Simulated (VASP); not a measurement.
Level of theory: RPBE GGA, VASP's PBE PAW potentials (set 64) (plane waves; VASP).

A VASP calculation is set up with these files.

**POSCAR**
```
HfB2
1
    1.5788011259    -2.7345640013    -0.0000000000
    1.5788011259     2.7345640013     0.0000000000
   -0.0000000000     0.0000000000     3.5117811917
Hf B
1 2
Direct
  0.0000000000   0.0000000000   0.0000000000
  0.3333330000   0.6666670000   0.5000000000
  0.6666670000   0.3333330000   0.5000000000
```

File KPOINTS:
```
Automatic mesh
0
Gamma
12 12 10
0 0 0
```

**INCAR**
```
# general
SYSTEM  = HfB2
PREC    = Accurate
ENCUT   = 520
LREAL   = .False.
LASPH   = .True.

# electronic loop
EDIFF   = 1E-7
NELM    = 100
ALGO    = Normal
LMAXMIX = 6

# smearing
ISMEAR  = -5

# functional
GGA     = RP

# ions
ISIF    = 2

# output
LWAVE   = .False.
LCHARG  = .True.
LORBIT  = 11
NEDOS   = 601

# other
LEFG    = .True.
```

POTCAR, in this order: Hf_pv B (PBE.64 set). Program: vasp_std.

The resulting files:

File OSZICAR:
```
       N       E                     dE             d eps       ncg     rms          rms(c)
DAV:   1     0.285911547355E+02    0.28591E+02   -0.83908E+03  2736   0.126E+03
DAV:   2    -0.258698952650E+02   -0.54461E+02   -0.51228E+02  3448   0.236E+02
DAV:   3    -0.275661445004E+02   -0.16962E+01   -0.16668E+01  3592   0.321E+01
DAV:   4    -0.275807615165E+02   -0.14617E-01   -0.14708E-01  3332   0.311E+00
DAV:   5    -0.275809040574E+02   -0.14254E-03   -0.14484E-03  3564   0.258E-01    0.506E+01
DAV:   6    -0.253935245004E+02    0.21874E+01   -0.50023E+00  3320   0.146E+01    0.372E+01
DAV:   7    -0.253569626262E+02    0.36562E-01   -0.17112E+00  3440   0.888E+00    0.115E+01
DAV:   8    -0.252937929413E+02    0.63170E-01   -0.49836E-01  3236   0.490E+00    0.178E+00
DAV:   9    -0.252872007570E+02    0.65922E-02   -0.41338E-02  3236   0.154E+00    0.259E-01
DAV:  10    -0.252871755837E+02    0.25173E-04   -0.12494E-03  3356   0.303E-01    0.384E-01
DAV:  11    -0.252872022908E+02   -0.26707E-04   -0.10227E-04  3372   0.864E-02    0.209E-01
DAV:  12    -0.252871940991E+02    0.81917E-05   -0.70889E-06  3384   0.260E-02    0.909E-03
DAV:  13    -0.252871938264E+02    0.27269E-06   -0.49942E-07  3412   0.671E-03    0.765E-03
DAV:  14    -0.252871939063E+02   -0.79897E-07   -0.12136E-08  1916   0.113E-03
   1 F= -.25287194E+02 E0= -.25287194E+02  d E =0.000000E+00
```

OUTCAR:
```
------------------------ aborting loop because EDIFF is reached ----------------------------------------
  FORCE on cell =-STRESS in cart. coord.  units (eV):
  Direction    XX          YY          ZZ          XY          YZ          ZX
  --------------------------------------------------------------------------------------
  Total        0.0807382      0.0807382     -0.1591034      0.0000000      0.0000000      0.0000000
  in kB        4.2659607      4.2659614     -8.4065353      0.0000000      0.0000000      0.0000000
  external PRESSURE =       0.0417956 kB  Pullay stress =       0.0000000 kB
  volume of cell :       30.32
      direct lattice vectors                 reciprocal lattice vectors
     1.578801126 -2.734564001  0.000000000     0.316695999 -0.182844505  0.000000000
     1.578801126  2.734564001  0.000000000     0.316695999  0.182844505  0.000000000
     0.000000000  0.000000000  3.511781192     0.000000000  0.000000000  0.284755782
 POSITION                                       TOTAL-FORCE (eV/Angst)
 -----------------------------------------------------------------------------------
      0.00000      0.00000      0.00000        -0.000000      0.000000      0.000000
      1.57880      0.91152      1.75589         0.000000     -0.000000      0.000000
      1.57880     -0.91152      1.75589        -0.000000      0.000000      0.000000
 -----------------------------------------------------------------------------------
    total drift:                                0.000000     -0.000000      0.000000
  FREE ENERGIE OF THE ION-ELECTRON SYSTEM (eV)
  ---------------------------------------------------
  free  energy   TOTEN  =       -25.2871939063 eV

  energy  without entropy=      -25.2871939063  energy(sigma->0) =      -25.28719391

 total charge

# of ion       s       p       d       tot
------------------------------------------
    1        0.293   6.551   1.796   8.640
    2        0.664   1.256   0.000   1.921
    3        0.664   1.256   0.000   1.921
--------------------------------------------------
tot          1.622   9.064   1.796  12.481

 Electric field gradients after diagonalization (V/A^2)
 (convention: |V_zz| > |V_xx| > |V_yy|)
----------------------------------------------------------------------
 ion       V_xx      V_yy      V_zz     asymmetry (V_yy - V_xx)/ V_zz
----------------------------------------------------------------------
   1     -38.264   -38.259    76.522       0.000
   2      -0.892    -0.892     1.783       0.000
   3      -0.892    -0.892     1.783       0.000
```
(Selected blocks of OUTCAR.)

For a metal the tetrahedron method with Blöchl corrections gives inexact stress and forces.

The compound is HfB2 in the AlB2 type structure. It was relaxed first.
